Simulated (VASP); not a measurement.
# VAu (R-3m) in VASP: single point with PBE

Aim: the single point of VAu with PBE.

Program: VASP 6.6.1. These are calculated values, not measurements. Logs are shortened: lines on timing, memory, paths and dates and some standing lists are left out, and cuts for length are marked.

## Step 1: Starting point

It takes space group R-3m (No. 166, trigonal). The conventional cell has a = 2.821 Å, b = 2.821 Å, c = 13.833 Å, α = 90.00°, β = 90.00°, γ = 120.00°. V (site symmetry -3m) has 6 V at 2.82 Å and 6 Au at 2.82 Å as nearest neighbours. Around Au (site symmetry -3m) lie 6 Au at 2.82 Å and 6 V at 2.82 Å.

The cell comes from a database or a generator and needn't be the stable form of this composition.

## Step 2: Single point, PBE, collinear spin, typed start

INCAR reads:

```
SYSTEM = VAu
ALGO = Normal ; EDIFF = 1E-6
ENCUT = 520 ; GGA = PE
ISIF = 2 ; ISMEAR = 0
ISPIN = 2 ; LASPH = .True.
LCHARG = .False. ; LMAXMIX = 4
LORBIT = 11 ; LREAL = .False.
LWAVE = .False. ; MAGMOM = 2 0
NBANDS = 23 ; NELM = 150
PREC = Accurate ; SIGMA = 0.1
```

KPOINTS reads:

```
k-points
0
Gamma
  9 9 9
  0 0 0
```

POSCAR reads:

```
VAu
1.0
    1.4104010158      0.8142954061      4.6110877943
   -1.4104010158      0.8142954061      4.6110877943
    0.0000000000     -1.6285908123      4.6110877943
V Au
1 1
Direct
    0.5000000000      0.5000000000      0.5000000000
    0.0000000000      0.0000000000      0.0000000000
```

Potentials or basis: VASP PAW PBE potentials, release 64 (V_sv, Au).

On the command line:

```
$ cat potpaw_PBE.64/V_sv/POTCAR potpaw_PBE.64/Au/POTCAR > POTCAR
$ mpirun -np 1 vasp_std > vasp.out
```

OUTCAR:

```text
SYSTEM = VAu
   EDIFF = 1E-6
   ENCUT = 520
   GGA = PE
   ISIF = 2
   ISMEAR = 0
   ISPIN = 2
   LASPH = .True.
   LORBIT = 11
   LREAL = .False.
   NELM = 150
   PREC = Accurate

 ion  position               nearest neighbor table
   1  0.500  0.500  0.500-   2 2.82   2 2.82   2 2.82   2 2.82   2 2.82   2 2.82
   2  0.000  0.000  0.000-   1 2.82   1 2.82   1 2.82   1 2.82   1 2.82   1 2.82

  LATTYP: Found a trigonal (rhomboedric) cell.
 ALAT       =     4.8902391230
 COS(alpha) =     0.8336376570

  Lattice vectors:

 A1 = (   1.4104010158,   0.8142954061,   4.6110877943)
 A2 = (  -1.4104010158,   0.8142954061,   4.6110877943)
 A3 = (   0.0000000000,  -1.6285908123,   4.6110877943)

Analysis of symmetry for initial positions (statically):
=====================================================================
 Subroutine PRICEL returns:
 Original cell was already a primitive cell.

 Routine SETGRP: Setting up the symmetry group for a
 trigonal (rhombohedral) supercell.

 Subroutine GETGRP returns: Found 12 space group operations
 (whereof 12 operations were pure point group operations)
 out of a pool of 12 trial point group operations.

The static configuration has the point symmetry D_3d.

Analysis of symmetry for dynamics (positions and initial velocities):
=====================================================================
 Subroutine PRICEL returns:
 Original cell was already a primitive cell.

 Routine SETGRP: Setting up the symmetry group for a
 trigonal (rhombohedral) supercell.

 Subroutine GETGRP returns: Found 12 space group operations
 (whereof 12 operations were pure point group operations)
 out of a pool of 12 trial point group operations.

The dynamic configuration has the point symmetry D_3d.

Analysis of structural, dynamic, and magnetic symmetry:
=====================================================================
 Subroutine PRICEL returns:
 Original cell was already a primitive cell.

 Routine SETGRP: Setting up the symmetry group for a
 trigonal (rhombohedral) supercell.

 Subroutine GETGRP returns: Found 12 space group operations
 (whereof 12 operations were pure point group operations)
 out of a pool of 12 trial point group operations.

The overall configuration has the point symmetry D_3d.

 Subroutine INISYM returns: Found 12 space group operations
 (whereof 12 operations are pure point group operations),
 and found     1 'primitive' translations

----------------------------------------------------------------------------------------

                                     Primitive cell

  volume of cell :      31.7745

  direct lattice vectors                    reciprocal lattice vectors
     1.410401016  0.814295406  4.611087794     0.354509104  0.204675926  0.072289522
    -1.410401016  0.814295406  4.611087794    -0.354509104  0.204675926  0.072289522
     0.000000000 -1.628590812  4.611087794     0.000000000 -0.409351853  0.072289522

  length of vectors
     4.890239123  4.890239123  4.890239123     0.415685836  0.415685836  0.415685836

  position of ions in fractional coordinates (direct lattice)
     0.500000000  0.500000000  0.500000000
     0.000000000  0.000000000  0.000000000

  ion indices of the primitive-cell ions
   primitive index   ion index
                 1           1
                 2           2

----------------------------------------------------------------------------------------

 KPOINTS: k-points

Automatic generation of k-mesh.
 Grid dimensions read from file:
 generate k-points for:    9    9    9

 Generating k-lattice:

  Cartesian coordinates                     Fractional coordinates (reciprocal lattice)
     0.039389900  0.022741770  0.008032169     0.111111111 -0.000000000  0.000000000
    -0.039389900  0.022741770  0.008032169    -0.000000000  0.111111111  0.000000000
     0.000000000 -0.045483539  0.008032169     0.000000000  0.000000000  0.111111111

  Length of vectors
     0.046187315  0.046187315  0.046187315

  Shift w.r.t. Gamma in fractional coordinates (k-lattice)
     0.000000000  0.000000000  0.000000000

 Subroutine IBZKPT returns following result:
 ===========================================

 Found     85 irreducible k-points:

 Following reciprocal coordinates:
            Coordinates               Weight
  0.000000  0.000000  0.000000      1.000000
  0.111111 -0.000000  0.000000      6.000000
  0.222222 -0.000000  0.000000      6.000000
  0.333333 -0.000000  0.000000      6.000000
  0.444444 -0.000000  0.000000      6.000000
  0.111111  0.111111  0.000000      6.000000
[... 16 lines left out ...]
 -0.333333  0.333333  0.000000      6.000000
  0.444444  0.444444  0.000000      6.000000
 [... further k-points ...]
   k-points           NKPTS =     85   k-points in BZ     NKDIM =     85   number of bands    NBANDS=     23
   number of dos      NEDOS =    301   number of ions     NIONS =      2
   total plane-waves  NPLWV =  46656
   dimension x,y,z NGX =    36 NGY =   36 NGZ =   36
   dimension x,y,z NGXF=    72 NGYF=   72 NGZF=   72
   ions per type =               1   1
   NGX,Y,Z   is equivalent  to a cutoff of  12.24, 12.24, 12.24 a.u.
   NGXF,Y,Z  is equivalent  to a cutoff of  24.48, 24.48, 24.48 a.u.
 SYSTEM =  VAu
   PREC   = accura    normal or accurate (medium, high low for compatibility)
   ISTART =      0    job   : 0-new  1-cont  2-samecut
   ICHARG =      2    charge: 1-file 2-atom 10-const
   ISPIN  =      2    spin polarized calculation?
   LNONCOLLINEAR =      F non collinear calculations
   LSORBIT =      F    spin-orbit coupling
   LASPH  =      T    aspherical Exc in radial PAW
   ENCUT  =  520.0 eV  38.22 Ry    6.18 a.u.   9.09  9.09  9.09*2*pi/ulx,y,z
   NELM   =    150;   NELMIN=  2; NELMDL= -5     # of ELM steps
   EDIFF  = 0.1E-05   stopping-criterion for ELM
   LREAL  =      F    real-space projection
   EDIFFG = 0.1E-04   stopping-criterion for IOM
   NSW    =      0    number of steps for IOM
   IBRION =     -1    ionic relax: 0-MD 1-quasi-New 2-CG
   NFREE  =      0    steps in history (QN), initial steepest desc. (CG)
   ISIF   =      2    stress and relaxation
   ISYM   =      2    0-nonsym 1-usesym 2-fastsym
   POTIM  = 0.5000    time-step for ionic-motion
   TEBEG  =    0.0;   TEEND  =   0.0 temperature during run
   PSTRESS=    0.0 pullay stress
   NELECT =      24.0000    total number of electrons
   NUPDOWN=      -1.0000    fix difference up-down
   EMIN   =  10.00;   EMAX   =-10.00  energy-range for DOS
   EFERMI =   0.00;   METHOD = LEGACY
   ISMEAR =     0;   SIGMA  =   0.10  broadening in eV -4-tet -1-fermi 0-gaus
   EFERMI_NEDOS =   21; number of points for ismear=-14 and -15
   IALGO  =     38    algorithm
   IMIX   =      4    mixing-type and parameters
     AMIX     =   0.40;   BMIX     =  1.00
     AMIX_MAG =   1.60;   BMIX_MAG =  1.00
  volume/ion in A,a.u.               =      15.89       107.21
  Fermi-wavevector in a.u.,A,eV,Ry     =   1.490913  2.817416 30.243305  2.222820
  Thomas-Fermi vector in A             =   2.603634
   LORBIT       =     11    0 simple, 1 ext, 2 COOP (PROOUT), +10 PAW based schemes
   GGA     = PE    functional components
   LHFCALC =     F    Hartree Fock is set to
   AEXX    =    0.0000 exact exchange contribution
   IVDW    =     0    specifies the selected vdW correction
   LEPSILON=     F    determine dielectric tensor
   LRPA    =     F    only Hartree local field effects (RPA)
 spin polarized calculation
 Gauss-broadening in eV      SIGMA  =   0.10
  energy-cutoff  :      520.00
  volume of cell :       31.77
 maximum number of plane-waves:       872
   NGX = 19   NGY = 19   NGZ = 19

 number of electron      23.9999998 magnetization       0.2271969

 Free energy of the ion-electron system (eV)
  ---------------------------------------------------
  ext. energy  EPLUGINS =         0.00000000
  ---------------------------------------------------
  free energy    TOTEN  =       -11.83172981 eV

  energy without entropy =      -11.81809074  energy(sigma->0) =      -11.82491028

 E-fermi :   9.5331     XC(G=0): -12.5968

 val. band max:        9.5247227798   @ k =  -0.2222   0.4444   0.1111
 cond. band min:       9.5387652459   @ k =  -0.4444   0.4444   0.4444
 fundamental gap:      0.0140424660
 Fermi energy:         9.5330823552

 spin component 1

 k-point     1 :       0.0000    0.0000    0.0000
  band No.  band energies     occupation
      1     -54.8971      1.00000
      2     -28.8736      1.00000
      3     -28.4249      1.00000
      4     -28.4249      1.00000
      5       0.2251      1.00000
      6       2.9762      1.00000
[... 15 lines left out ...]
     22      29.3188      0.00000
     23      29.3188      0.00000

 k-point     2 :       0.1111   -0.0000    0.0000
  band No.  band energies     occupation
      1     -54.8898      1.00000
      2     -28.8671      1.00000
      3     -28.4727      1.00000
      4     -28.4360      1.00000
      5       0.6488      1.00000
      6       3.1884      1.00000
[... 15 lines left out ...]
     22      27.5484      0.00000
     23      29.1397      0.00000

 k-point     3 :       0.2222   -0.0000    0.0000
  band No.  band energies     occupation
      1     -54.8714      1.00000
      2     -28.8506      1.00000
      3     -28.5925      1.00000
      4     -28.4641      1.00000
      5       1.7448      1.00000
      6       3.5902      1.00000
[... 15 lines left out ...]
     22      26.4374      0.00000
     23      28.1076      0.00000
[... 495 lines left out ...]
 k-point    23 :      -0.3333    0.3333    0.0000
  band No.  band energies     occupation
      1     -54.8270      1.00000
      2     -28.8092      1.00000
      3     -28.7042      1.00000
      4     -28.7034      1.00000
      5       3.8442      1.00000
      6       4.0925      1.00000
[... 15 lines left out ...]
     22      24.9004      0.00000
     23      26.9875      0.00000

 k-point    24 :       0.4444    0.4444    0.0000
  band No.  band energies     occupation
      1     -54.8367      1.00000
      2     -28.8173      1.00000
      3     -28.8119      1.00000
      4     -28.5161      1.00000
      5       2.2513      1.00000
      6       3.0193      1.00000
[... 15 lines left out ...]
     22      28.0754      0.00000
     23      28.2365      0.00000

 [... further k-points ...]

 spin component 2

 k-point     1 :       0.0000    0.0000    0.0000
  band No.  band energies     occupation
      1     -54.7198      1.00000
      2     -28.7079      1.00000
      3     -28.2441      1.00000
      4     -28.2441      1.00000
      5       0.2505      1.00000
      6       3.0099      1.00000
[... 15 lines left out ...]
     22      29.3620      0.00000
     23      29.3620      0.00000

 k-point     2 :       0.1111   -0.0000    0.0000
  band No.  band energies     occupation
      1     -54.7125      1.00000
      2     -28.7014      1.00000
      3     -28.2920      1.00000
      4     -28.2553      1.00000
      5       0.6748      1.00000
      6       3.2193      1.00000
[... 15 lines left out ...]
     22      27.5966      0.00000
     23      29.1918      0.00000

 k-point     3 :       0.2222   -0.0000    0.0000
  band No.  band energies     occupation
      1     -54.6941      1.00000
      2     -28.6848      1.00000
      3     -28.4121      1.00000
      4     -28.2834      1.00000
      5       1.7708      1.00000
      6       3.6147      1.00000
[... 15 lines left out ...]
     22      26.4765      0.00000
     23      28.1828      0.00000
[... 495 lines left out ...]
 k-point    23 :      -0.3333    0.3333    0.0000
  band No.  band energies     occupation
      1     -54.6496      1.00000
      2     -28.6431      1.00000
      3     -28.5239      1.00000
      4     -28.5230      1.00000
      5       3.8645      1.00000
      6       4.1066      1.00000
[... 15 lines left out ...]
     22      24.9701      0.00000
     23      27.0407      0.00000

 k-point    24 :       0.4444    0.4444    0.0000
  band No.  band energies     occupation
      1     -54.6593      1.00000
      2     -28.6513      1.00000
      3     -28.6318      1.00000
      4     -28.3354      1.00000
      5       2.2644      1.00000
      6       3.0425      1.00000
[... 15 lines left out ...]
     22      28.1592      0.00000
     23      28.2965      0.00000

 [... further k-points ...]
[... 5 lines left out ...]
  --------------------------------------------------------------------------------------
  -------------------------------------------------------------------------------------
  Total       -0.4982618     -0.4982618      0.0068572      0.0000000     -0.0000000      0.0000000
  in kB      -25.1240086    -25.1240086      0.3457623      0.0000000     -0.0000000      0.0000000
  external PRESSURE =     -16.6340850 kB  Pullay stress =       0.0000000 kB

 VOLUME and BASIS-vectors are now :
 -----------------------------------------------------------------------------
  energy-cutoff  :      520.00
  volume of cell :       31.77
      direct lattice vectors                 reciprocal lattice vectors
     1.410401016  0.814295406  4.611087794     0.354509104  0.204675926  0.072289522
    -1.410401016  0.814295406  4.611087794    -0.354509104  0.204675926  0.072289522
     0.000000000 -1.628590812  4.611087794     0.000000000 -0.409351853  0.072289522

 POSITION                                       TOTAL-FORCE (eV/Angst)
 -----------------------------------------------------------------------------------
      0.00000     -0.00000      6.91663        -0.000000     -0.000000     -0.000000
      0.00000      0.00000      0.00000         0.000000      0.000000      0.000000
 -----------------------------------------------------------------------------------
    total drift:                                0.000000     -0.000000      0.000000

  FREE ENERGIE OF THE ION-ELECTRON SYSTEM (eV)
  ---------------------------------------------------
  free  energy   TOTEN  =       -11.8317298110 eV

  energy  without entropy=      -11.8180907426  energy(sigma->0) =      -11.82491028

 total charge

# of ion       s       p       d       tot
------------------------------------------
    1        2.273   6.158   2.948  11.379
    2        0.637   0.499   8.637   9.773
--------------------------------------------------
tot          2.910   6.658  11.585  21.152

 magnetization (x)

# of ion       s       p       d       tot
------------------------------------------
    1        0.002   0.006   0.176   0.184
    2       -0.001   0.002   0.009   0.010
--------------------------------------------------
tot          0.001   0.008   0.185   0.194
```

Run time: 3 min. Hardware: 1 thread of Intel Xeon Platinum 8559C (Emerald Rapids), shared host; peak memory 0.31 GiB.

Results:

```
Free energy                                           : -11.8317 eV
Pressure                                              : -1.7 GPa
Band gap on the k mesh                                : none (metal or under the smearing width)
Net moment                                            : 0.23 μB per cell
Site moments                                          : V +0.18; Au +0.01 μB
Valence electrons inside the program's atomic spheres : V 11.38; Au 9.77
```

Stress tensor (GPa, compression positive):
```
-2.51  0.00  0.00
 0.00 -2.51  0.00
 0.00  0.00  0.03
```

Levels at points of the mesh, in eV from the Fermi level:
Spin up:
| k point | band 10 | band 11 | band 12 | band 13 | band 14 | band 15 |
| --- | --- | --- | --- | --- | --- | --- |
| (0.00, 0.00, 0.00) | -3.61 | -1.71 | -0.60 | 0.38 | 0.38 | 1.64 |
Spin down:
| k point | band 9 | band 10 | band 11 | band 12 | band 13 | band 14 | band 15 | band 16 |
| --- | --- | --- | --- | --- | --- | --- | --- | --- |
| (0.00, 0.00, 0.00) | -3.60 | -3.60 | -1.54 | -0.57 | 0.57 | 0.57 | 1.76 | 1.76 |

The run has no spin-orbit coupling, so splittings on Au are missing.
